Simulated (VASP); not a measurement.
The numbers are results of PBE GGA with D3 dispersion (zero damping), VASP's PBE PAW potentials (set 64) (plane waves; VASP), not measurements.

A VASP calculation is set up with these files.

File KPOINTS:
```
Automatic mesh
0
Gamma
13 13 13
0 0 0
```

**INCAR**
```
IVDW=11   # D3, zero damping
LASPH=.TRUE.   # aspherical one-centre terms
EDIFFG=-0.01
LREAL=.FALSE.   # projection in real space or not
NELM=100   # most electronic steps
GGA=PE
LMAXMIX=4   # l cut-off of mixed one-centre charges
SYSTEM=MoSi2
LCHARG=.FALSE.
EDIFF=1E-7
PREC=Accurate
LWAVE=.FALSE.
ALGO=Normal
ISIF=4   # ions and shape, fixed volume
NSW=30
SIGMA=0.1
ENCUT=520
IBRION=2   # conjugate gradients
ISMEAR=1
```

**POSCAR**
```
MoSi2
1.0
 -1.6104886710   1.6104886710   3.9467874487
  1.6104886710  -1.6104886710   3.9467874487
  1.6104886710   1.6104886710  -3.9467874487
Si Mo
2 1
Cart
  1.6104886710   1.6104886710   1.3060863187
 -0.0000000000   0.0000000000   2.6407011300
  1.6104886710   1.6104886710  -3.9467874487
```

POTCAR, in this order: Si Mo_sv (PBE.64 set). Program: vasp_std.

What will the output report for the number of irreducible k-points (NKPTS), largest plane-wave count, number of space-group operations, FFT grid (NGX, NGY, NGZ)?

- number of irreducible k-points (NKPTS) = 196
- largest plane-wave count = 1130
- number of space-group operations = 16
- FFT grid (NGX, NGY, NGZ) = 36 × 36 × 36

The compound is MoSi2 in the MoSi2 type structure. This cell is one point of a volume scan, at 1.03 of the reference volume. Symmetry was kept, so distortions that lower it aren't found.
